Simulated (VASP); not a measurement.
Method: PBE GGA, VASP's PBE PAW potentials (set 64) (plane waves; VASP 6.6.1).

Input for VASP

### KPOINTS
```
Automatic mesh
0
Gamma
12 12 12
0 0 0
```

INCAR:
```
! general
SYSTEM  = Si2W
PREC    = Accurate
ENCUT   = 300   ! plane-wave cut-off (eV)
LREAL   = .False.
LASPH   = .True.   ! aspherical one-centre terms

! electronic loop
EDIFF   = 1E-6   ! SCF stop (eV)
NELM    = 100
ALGO    = Normal   ! blocked Davidson
LMAXMIX = 6

! smearing
ISMEAR  = -1   ! Fermi-Dirac
SIGMA   = 0.05   ! width (eV)

! functional
GGA     = PE

! ions
ISIF    = 2   ! forces and stress, cell fixed

! output
LWAVE   = .False.
LCHARG  = .False.
```

File POSCAR:
```
Si2W
1.0
 -1.6073650000   1.6073650000   3.9010300000
  1.6073650000  -1.6073650000   3.9010300000
  1.6073650000   1.6073650000  -3.9010300000
Si W
2 1
Direct
  0.3349900000   0.3349900000   0.0000000000
  0.6650100000   0.6650100000   0.0000000000
  0.0000000000   0.0000000000   0.0000000000
```

POTCAR, in this order: Si W_sv (PBE.64 set). Program: vasp_std.

The resulting files:

File OSZICAR:
```
       N       E                     dE             d eps       ncg     rms          rms(c)
DAV:   1     0.881225640522E+02    0.88123E+02   -0.82485E+03  4946   0.100E+03
DAV:   2    -0.230606222706E+02   -0.11118E+03   -0.10992E+03  5758   0.275E+02
DAV:   3    -0.256312911225E+02   -0.25707E+01   -0.25411E+01  6430   0.401E+01
DAV:   4    -0.256478155415E+02   -0.16524E-01   -0.16435E-01  5695   0.365E+00
DAV:   5    -0.256480047514E+02   -0.18921E-03   -0.18920E-03  6493   0.367E-01    0.256E+01
DAV:   6    -0.248887594692E+02    0.75925E+00   -0.45013E+00  5863   0.157E+01    0.888E+00
DAV:   7    -0.248089298733E+02    0.79830E-01   -0.27679E-01  5464   0.312E+00    0.459E+00
DAV:   8    -0.247869838351E+02    0.21946E-01   -0.43835E-02  6367   0.184E+00    0.306E-01
DAV:   9    -0.247866124224E+02    0.37141E-03   -0.11016E-03  5793   0.270E-01    0.179E-01
DAV:  10    -0.247865415450E+02    0.70877E-04   -0.28315E-04  6094   0.167E-01    0.327E-02
DAV:  11    -0.247865354322E+02    0.61127E-05   -0.33538E-05  6192   0.468E-02    0.139E-02
DAV:  12    -0.247865354655E+02   -0.33280E-07   -0.14395E-06  4022   0.820E-03
   1 F= -.24786535E+02 E0= -.24785530E+02  d E =-.201148E-02
```

File OUTCAR:
```
------------------------ aborting loop because EDIFF is reached ----------------------------------------
  FORCE on cell =-STRESS in cart. coord.  units (eV):
  Direction    XX          YY          ZZ          XY          YZ          ZX
  --------------------------------------------------------------------------------------
  Total        0.7302326      0.7302326      1.3083598      0.0000000      0.0000000      0.0000000
  in kB       29.0204068     29.0204068     51.9959457      0.0000000      0.0000000      0.0000000
  external PRESSURE =      36.6789197 kB  Pullay stress =       0.0000000 kB
  volume of cell :       40.32
      direct lattice vectors                 reciprocal lattice vectors
    -1.607365000  1.607365000  3.901030000     0.000000000  0.311068115  0.128171278
     1.607365000 -1.607365000  3.901030000     0.311068115  0.000000000  0.128171278
     1.607365000  1.607365000 -3.901030000     0.311068115  0.311068115  0.000000000
 POSITION                                       TOTAL-FORCE (eV/Angst)
 -----------------------------------------------------------------------------------
      0.00000      0.00000      2.61361        -0.000000     -0.000000     -0.136528
      0.00000      0.00000      5.18845         0.000000      0.000000      0.136528
      0.00000      0.00000      0.00000         0.000000      0.000000     -0.000000
 -----------------------------------------------------------------------------------
    total drift:                               -0.000000      0.000000      0.000000
  FREE ENERGIE OF THE ION-ELECTRON SYSTEM (eV)
  ---------------------------------------------------
  free  energy   TOTEN  =       -24.7865354655 eV

  energy  without entropy=      -24.7845239811  energy(sigma->0) =      -24.78552972
```
(Selected blocks of OUTCAR.)

**OUTCAR**
```
 val. band max:       11.9519777220   @ k =  -0.3333  -0.4167   0.3333

 cond. band min:      12.0309402436   @ k =  -0.4167  -0.4167   0.3333


 Fermi energy:        12.0079822915

 k-point     1 :       0.0000    0.0000    0.0000
  band No.  band energies     occupation
      1     -61.8284      2.00000
      2     -26.0942      2.00000
      3     -26.0855      2.00000
      4     -26.0855      2.00000
      5      -2.0980      2.00000
      6       5.1304      2.00000
      7       8.3170      2.00000
      8       8.6657      2.00000
      9       9.1418      2.00000
     10       9.1418      2.00000
     11      12.5926      0.00002
     12      14.7591      0.00000
     13      14.9517      0.00000
     14      15.0360      0.00000
     15      15.0360      0.00000

 k-point     2 :       0.0833    0.0000    0.0000
  band No.  band energies     occupation
      1     -61.8286      2.00000
      2     -26.1006      2.00000
      3     -26.0932      2.00000
      4     -26.0844      2.00000
      5      -1.9650      2.00000
      6       5.1405      2.00000
      7       7.8863      2.00000
      8       8.6657      2.00000
      9       9.2308      2.00000
     10       9.3353      2.00000
     11      12.0815      0.37382
     12      14.3641      0.00000
     13      14.6264      0.00000
     14      15.3423      0.00000
     15      15.6239      0.00000

 k-point     3 :       0.1667   -0.0000    0.0000
  band No.  band energies     occupation
      1     -61.8275      2.00000
      2     -26.1410      2.00000
      3     -26.0904      2.00000
      4     -26.0807      2.00000
      5      -1.5726      2.00000
      6       5.1159      2.00000
      7       7.1465      2.00000
      8       8.5632      2.00000
      9       9.4814      2.00000
     10       9.5374      2.00000
     11      11.2316      2.00000
     12      13.5547      0.00000
     13      14.2414      0.00000
     14      16.1956      0.00000
     15      16.4239      0.00000
...
```

At this cut-off the stress carries a Pulay error, which pulls relaxed volumes low. Unless said otherwise, spin-orbit coupling is left out, though it shifts the bands of the heavy elements here.

The structure comes from a computed database's Si2W entry (I4/mmm); how it stands against other phases isn't given here. The cell was not relaxed at this level.
